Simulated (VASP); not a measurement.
Level of theory: optB86b-vdW, VASP's PBE PAW potentials (set 64) (plane waves; VASP).

A VASP calculation is set up with these files.

**KPOINTS**
```
Automatic mesh
0
Gamma
7 7 7
0 0 0
```

**INCAR**
```
! general
SYSTEM  =MnS
PREC    =Accurate
ENCUT   =520
LREAL   =.FALSE.   ! projection in real space or not
LASPH   =.TRUE.   ! aspherical one-centre terms

! electronic loop
EDIFF   =1E-7   ! SCF stop (eV)
NELM    =100   ! most electronic steps
ALGO    =Normal   ! blocked Davidson
LMAXMIX =4

! smearing
ISMEAR  =0   ! Gaussian
SIGMA   =0.05   ! width (eV)

! functional
GGA     =MK
LUSE_VDW=.TRUE.
AGGAC   =0.0
PARAM1  =0.1234
PARAM2  =1.0

! spin
ISPIN   =2   ! spin-polarised
MAGMOM  =4.1 -4.1 2*0.0

! ions
IBRION  =2   ! conjugate gradients
NSW     =30   ! most ionic steps
ISIF    =4   ! ions and shape, fixed volume
EDIFFG  =-0.01   ! ionic stop

! output
LWAVE   =.FALSE.
LCHARG  =.FALSE.
LORBIT  =10
```

File POSCAR:
```
MnS
1.0
  5.1239004072   2.5524061750   2.5524061750
  2.5524061750   5.1239004072   2.5524061750
  2.5524061750   2.5524061750   5.1239004072
Mn S
2 2
Cart
  0.0000000000   0.0000000000   0.0000000000
  5.1143563786   5.1143563786   5.1143563786
  2.5571781893   2.5571781893   2.5571781893
  7.6715345679   7.6715345679   7.6715345679
```

POTCAR, in this order: Mn_pv S (PBE.64 set). Program: vasp_std.

Output of the run:

**OUTCAR**
```
 ion  position               nearest neighbor table
   1  0.000  0.000  0.000-   4 2.57   4 2.57   4 2.57   3 2.57   3 2.57   3 2.57
   2  0.500  0.500  0.500-   3 2.57   3 2.57   3 2.57   4 2.57   4 2.57   4 2.57
   3  0.250  0.250  0.250-   1 2.57   1 2.57   1 2.57   2 2.57   2 2.57   2 2.57
   4  0.750  0.750  0.750-   2 2.57   2 2.57   2 2.57   1 2.57   1 2.57   1 2.57
  LATTYP: Found a trigonal (rhomboedric) cell.
 ALAT       =     6.2676877672
 COS(alpha) =     0.8316719849
 Subroutine PRICEL returns following result:
  LATTYP: Found a trigonal (rhomboedric) cell.
 ALAT       =     3.6231572944
 COS(alpha) =     0.4962712582
 Subroutine GETGRP returns: Found 12 space group operations
The static configuration has the point symmetry D_3d.
The dynamic configuration has the point symmetry D_3d.
The overall configuration has the point symmetry D_3d.
 Subroutine INISYM returns: Found 12 space group operations
 Subroutine IBZKPT returns following result:
 Found     44 irreducible k-points:

 Following reciprocal coordinates:
            Coordinates               Weight
  0.000000  0.000000  0.000000      1.000000
  0.142857  0.000000  0.000000      6.000000
  0.285714  0.000000  0.000000      6.000000
  0.428571  0.000000  0.000000      6.000000
  0.142857  0.142857  0.000000      6.000000
  0.285714  0.142857  0.000000     12.000000
  0.428571  0.142857  0.000000     12.000000
 -0.428571  0.142857 -0.000000     12.000000
 -0.285714  0.142857 -0.000000     12.000000
 -0.142857  0.142857  0.000000      6.000000
  0.285714  0.285714  0.000000      6.000000
  0.428571  0.285714  0.000000     12.000000
 -0.428571  0.285714  0.000000     12.000000
 -0.285714  0.285714  0.000000      6.000000
  0.428571  0.428571  0.000000      6.000000
 -0.428571  0.428571  0.000000      6.000000
  0.142857  0.142857  0.142857      2.000000
  0.285714  0.142857  0.142857      6.000000
  0.428571  0.142857  0.142857      6.000000
 -0.428571  0.142857  0.142857      6.000000
 -0.285714  0.142857  0.142857      6.000000
 -0.142857  0.142857  0.142857      6.000000
  0.285714  0.285714  0.142857      6.000000
  0.428571  0.285714  0.142857     12.000000
 -0.428571  0.285714  0.142857     12.000000
 -0.285714  0.285714  0.142857     12.000000
 -0.142857  0.285714  0.142857     12.000000
  0.428571  0.428571  0.142857      6.000000
 -0.428571  0.428571  0.142857     12.000000
 -0.285714  0.428571  0.142857     12.000000
 -0.142857  0.428571  0.142857     12.000000
 -0.428571 -0.428571  0.142857      6.000000
 -0.285714 -0.428571  0.142857     12.000000
 -0.285714 -0.285714  0.142857      6.000000
  0.285714  0.285714  0.285714      2.000000
  0.428571  0.285714  0.285714      6.000000
 -0.428571  0.285714  0.285714      6.000000
 -0.285714  0.285714  0.285714      6.000000
  0.428571  0.428571  0.285714      6.000000
 -0.428571  0.428571  0.285714     12.000000
   k-points           NKPTS =     44   k-points in BZ     NKDIM =     44   number of bands    NBANDS=     23
   number of dos      NEDOS =    301   number of ions     NIONS =      4
   total plane-waves  NPLWV = 110592
   dimension x,y,z NGX =    48 NGY =   48 NGZ =   48
   dimension x,y,z NGXF=    96 NGYF=   96 NGZF=   96
   ions per type =               2   2
   PREC   = accura    normal or accurate (medium, high low for compatibility)
   ISTART =      0    job   : 0-new  1-cont  2-samecut
   ICHARG =      2    charge: 1-file 2-atom 10-const
   ISPIN  =      2    spin polarized calculation?
   LNONCOLLINEAR =      F non collinear calculations
   LSORBIT =      F    spin-orbit coupling
   INIWAV =      1    electr: 0-lowe 1-rand  2-diag
...
```

OSZICAR:
```
       N       E                     dE             d eps       ncg     rms          rms(c)
DAV:   1     0.390848057296E+03    0.39085E+03   -0.21401E+04  4272   0.180E+03
DAV:   2     0.145268825529E+02   -0.37632E+03   -0.37139E+03  4069   0.485E+02
DAV:   3    -0.201368031858E+02   -0.34664E+02   -0.34221E+02  5835   0.134E+02
DAV:   4    -0.212923140069E+02   -0.11555E+01   -0.11203E+01  4664   0.225E+01
DAV:   5    -0.213189798076E+02   -0.26666E-01   -0.26660E-01  5084   0.398E+00    0.162E+01
DAV:   6    -0.192675681015E+02    0.20514E+01   -0.26889E+01  5315   0.480E+01    0.151E+01
DAV:   7    -0.191812137672E+02    0.86354E-01   -0.25747E+00  4939   0.191E+01    0.855E+00
DAV:   8    -0.191992450186E+02   -0.18031E-01   -0.30331E-01  5391   0.481E+00    0.418E+00
DAV:   9    -0.191894232546E+02    0.98218E-02   -0.58809E-02  5443   0.234E+00    0.356E-01
DAV:  10    -0.191915094359E+02   -0.20862E-02   -0.98596E-03  5074   0.639E-01    0.194E-01
DAV:  11    -0.191916579476E+02   -0.14851E-03   -0.78998E-04  4644   0.214E-01    0.116E-01
DAV:  12    -0.191917394304E+02   -0.81483E-04   -0.28012E-04  5001   0.933E-02    0.876E-02
DAV:  13    -0.191917718425E+02   -0.32412E-04   -0.18491E-05  4475   0.404E-02    0.477E-02
DAV:  14    -0.191917900631E+02   -0.18221E-04   -0.19055E-05  4475   0.339E-02    0.124E-02
DAV:  15    -0.191917896095E+02    0.45364E-06   -0.72274E-07  4720   0.805E-03    0.383E-03
DAV:  16    -0.191917893627E+02    0.24675E-06   -0.92285E-08  3165   0.271E-03    0.201E-03
DAV:  17    -0.191917897410E+02   -0.37826E-06   -0.78528E-08  2563   0.208E-03    0.104E-03
DAV:  18    -0.191917896777E+02    0.63284E-07   -0.45173E-08  2437   0.135E-03
   1 F= -.19191790E+02 E0= -.19191790E+02  d E =-.191918E+02  mag=    -0.0000
```

### OUTCAR
```
------------------------ aborting loop because EDIFF is reached ----------------------------------------
  FORCE on cell =-STRESS in cart. coord.  units (eV):
  Direction    XX          YY          ZZ          XY          YZ          ZX
  --------------------------------------------------------------------------------------
  Total       -0.9631844     -0.9631844     -0.9631844     -0.0364853     -0.0364853     -0.0364853
  in kB      -22.8153924    -22.8153924    -22.8153924     -0.8642447     -0.8642447     -0.8642447
  external PRESSURE =     -22.8153924 kB  Pullay stress =       0.0000000 kB
  volume of cell :       67.64
      direct lattice vectors                 reciprocal lattice vectors
     5.123900407  2.552406175  2.552406175     0.291840643 -0.097038316 -0.097038316
     2.552406175  5.123900407  2.552406175    -0.097038316  0.291840643 -0.097038316
     2.552406175  2.552406175  5.123900407    -0.097038316 -0.097038316  0.291840643
 POSITION                                       TOTAL-FORCE (eV/Angst)
 -----------------------------------------------------------------------------------
      0.00000      0.00000      0.00000         0.000000      0.000000     -0.000000
      5.11436      5.11436      5.11436         0.000000     -0.000000     -0.000000
      2.55718      2.55718      2.55718        -0.000000     -0.000000     -0.000000
      7.67153      7.67153      7.67153         0.000000      0.000000      0.000000
 -----------------------------------------------------------------------------------
    total drift:                                0.000000     -0.000000     -0.000000
  FREE ENERGIE OF THE ION-ELECTRON SYSTEM (eV)
  ---------------------------------------------------
  free  energy   TOTEN  =       -19.1917896777 eV

  energy  without entropy=      -19.1917896777  energy(sigma->0) =      -19.19178968

 total charge

# of ion       s       p       d       tot
------------------------------------------
    1        0.220   6.173   4.982  11.375
    2        0.220   6.173   4.982  11.375
    3        1.328   2.414   0.000   3.743
    4        1.328   2.414   0.000   3.743
--------------------------------------------------
tot          3.097  17.174   9.963  30.235

 magnetization (x)

# of ion       s       p       d       tot
------------------------------------------
    1        0.014   0.013   4.090   4.117
    2       -0.014  -0.013  -4.090  -4.117
    3        0.000   0.000   0.000   0.000
    4        0.000   0.000   0.000   0.000
--------------------------------------------------
tot          0.000   0.000   0.000   0.000

 reached required accuracy - stopping structural energy minimisation
```
(Selected blocks of OUTCAR.)

The compound is MnS in the rock salt, AFM-II order structure. This cell is one point of a volume scan, at 1.03 of the reference volume.
